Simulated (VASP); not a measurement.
A convergence study with VASP on Br (space group Cmce): one setting is varied, all else stays as given below, so the limit is that of these other settings.

```
CELL_PARAMETERS angstrom
      2.23328    -3.32499     0.00000
      2.23328     3.32499     0.00000
      0.00000     0.00000     8.69384
ATOMIC_POSITIONS crystal
  Br 0.86100 0.86100 0.88900
  Br 0.63900 0.63900 0.38900
  Br 0.36100 0.36100 0.61100
  Br 0.13900 0.13900 0.11100
```

All values below come from PBE GGA, VASP's PBE PAW potentials (set 64) (plane waves; VASP). The tightest run used: 450 eV cut-off, 7×7×3 Γ-centred mesh, Gaussian smearing of 0.010 eV, potentials Br.

### Question
The settings run are ENCUT = 150; ENCUT = 180; ENCUT = 210; ENCUT = 255; ENCUT = 360; ENCUT = 450. From which on does the mean ε∞ stay within 0.05  of the tightest run?

### Answer
From ENCUT = 180 on: it is off by 0.03 there and by no more than 0.05 in any finer run, while ENCUT = 150 is off by 0.06.
| setting | mean ε∞ | highest Γ mode (cm⁻¹) | plane waves | difference judged () |
|---|---|---|---|---|
| ENCUT = 150 | 5.55 | 322.1 | 552 | 0.06 |
| ENCUT = 180 | 5.52 | 309.9 | 723 | 0.03 |
| ENCUT = 210 | 5.50 | 309.3 | 907 | 0.01 |
| ENCUT = 255 | 5.50 | 310.3 | 1219 | 0.00 |
| ENCUT = 360 | 5.49 | 310.3 | 2024 | 0.00 |
| ENCUT = 450 | 5.49 | 310.5 | 2821 | 0.00 |

Left out are rungs that failed or repeat a setting and relaxations that didn't move; long series are thinned to 24 rows.

The structure is a typed Br crystal (space group no. 64). The cell was not relaxed at this level, forces remain on its atoms.
